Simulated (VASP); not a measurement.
Given:

```xyz
1
Lattice="-1.6267 1.6267 2.5081 1.6267 -1.6267 2.5081 1.6267 1.6267 -2.5081" Properties=species:S:1:pos:R:3 pbc="T T T"
In     0.0000     0.0000     5.0162
```

The numbers are results of PBE GGA, VASP's PBE PAW potentials (set 64) (plane waves; VASP 6.6.1), not measurements. Settings: 480 eV cut-off, 14×14×14 Γ-centred mesh, first-order Methfessel-Paxton smearing of 0.10 eV, potentials In_d.

Task: Give the stress tensor in GPa (positive for a compressed cell).

Result: 
```
1.25  0.00  0.00
0.00  1.25  0.00
0.00  0.00  1.22
```
The pressure is its mean diagonal, 1.24 GPa.

The compound is In in the bct structure. This cell was strained or had an atom moved on purpose.
